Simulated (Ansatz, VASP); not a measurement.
Mg3ZnS4 in VASP and in Ansatz

```xyz
8
Lattice="3.6722 -5.2135 0.0000 3.6722 5.2135 0.0000 0.0000 0.0000 3.6761" Properties=species:S:1:pos:R:3 pbc="T T T"
Mg    1.8361    2.6067    1.8380
Mg    1.8361   -2.6067    1.8380
Mg    3.6722    0.0000    0.0000
Zn    0.0000    0.0000    0.0000
S     3.6722   -2.6076    0.0000
S     5.5542    0.0000    1.8380
S     1.7903    0.0000    1.8380
S     3.6722    2.6076    0.0000
```

Alike in both runs: functional PBE; k mesh 6 × 6 × 8; occupations gaussian, width 0.02 eV; no spin polarisation.

Ansatz relaxed the structure, and its values are those at the end. VASP's run is a single point on that final structure, the one shown.

|  | VASP | Ansatz |
| --- | --- | --- |
| version | VASP 6.6.1 | Ansatz 0.2.0 |
| potentials or method | VASP PAW PBE potentials, release 64 (Mg, Zn, S) | scalar-relativistic, plane waves, PAW |
| plane-wave cutoff (eV) | 520 | 420 |
| valence electrons in the cell | 42 | 66 |

Ansatz gave:

```
gap on the k mesh at the Fermi level (eV) : 1.24
least direct gap on the mesh (eV)         : 1.44
pressure (GPa)                            : 0.0
rms of the force components (eV/Å)        : 0.003
```

Task: Which values does VASP return?

Result: gap on the k mesh at the Fermi level (eV): 1.23; least direct gap on the mesh (eV): 1.43; pressure (GPa): -0.2; rms of the force components (eV/Å): 0.004.

The two sets of potentials don't hold the same shells in valence.

A k mesh can miss the band edges.
